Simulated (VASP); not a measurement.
```
FeNi3
1.0
    3.51800     0.00000     0.00000
    0.00000     3.51800     0.00000
    0.00000     0.00000     3.51800
Fe Ni
1 3
Direct
  0.00000   0.00000   0.00000
  0.00000   0.50000   0.50000
  0.50000   0.00000   0.50000
  0.50000   0.50000   0.00000
```
Starting moments (μB, in the order of the record's atoms Fe Ni Ni Ni): 2.8 0.6 0.6 0.6.

The numbers are results of AM05 GGA, VASP's PBE PAW potentials (set 64) (plane waves; VASP), not measurements. Numerical set-up: 520 eV cut-off, 9×9×9 Γ-centred mesh, first-order Methfessel-Paxton smearing of 0.10 eV, potentials Fe Ni.

Give the stress tensor in GPa (positive for a compressed cell).

```
-6.24   0.00   0.00
 0.00  -6.24   0.00
 0.00   0.00  -6.24
```
The pressure is its mean diagonal, -6.24 GPa.

The compound is Ni3Fe in the L1_2 structure. This cell is one point of a volume scan, at 1.03 of the reference volume.
